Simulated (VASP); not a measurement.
Input of a VASP 6.6.1 run:

Contents of INCAR:

```
SYSTEM = Sr4Al2Pd3
PREC = Accurate ; ENCUT = 520
EDIFF = 1E-6 ; ISMEAR = -1
SIGMA = 0.05 ; LREAL = .False.
LASPH = .True. ; NELM = 100
ALGO = Fast ; ISIF = 2
LWAVE = .False. ; LCHARG = .False.
GGA = PE ; NBANDS = 48
```

File KPOINTS:

```
Automatic mesh
0
Gamma
  3 3 2
  0 0 0
```

File POSCAR:

```
Sr4Al2Pd3
1.0
   -5.1567530000      0.0000000000      2.9925460000
    5.1567530000      0.0000000000      2.9925460000
    0.0000000000      7.7156460000      2.9925460000
Sr Pd Al
4 3 2
Direct
    0.3013418567      0.6354943748      0.1018853120
    0.7461118476      0.4001301805      0.8990976258
    0.3815841404      0.5497713699      0.6008234437
    0.1535797525      0.9851619516      0.4098276411
    0.7439218561      0.0654292077      0.2461007154
    0.3186304236      0.9891581762      0.7580676978
    0.7390930407      0.5697562507      0.2490696178
    0.0169212884      0.0140900494     -0.0028784369
    0.7537400311      0.2629162511      0.5011512970
```

Potentials or basis: VASP PAW PBE potentials, release 64 (Sr_sv, Pd, Al).

Launch:

```console
$ cat potpaw_PBE.64/Sr_sv/POTCAR potpaw_PBE.64/Pd/POTCAR potpaw_PBE.64/Al/POTCAR > POTCAR
$ mpirun -np 1 vasp_std > vasp.out
```

(1) What does it give for the pressure?

(2) Estimate the largest force.

## Answers

(1) 2.1 GPa.

(2) 0.006 eV/Å.

Caveat: the k mesh is coarse (spacing up to 0.43 Å⁻¹), so the values aren't converged.
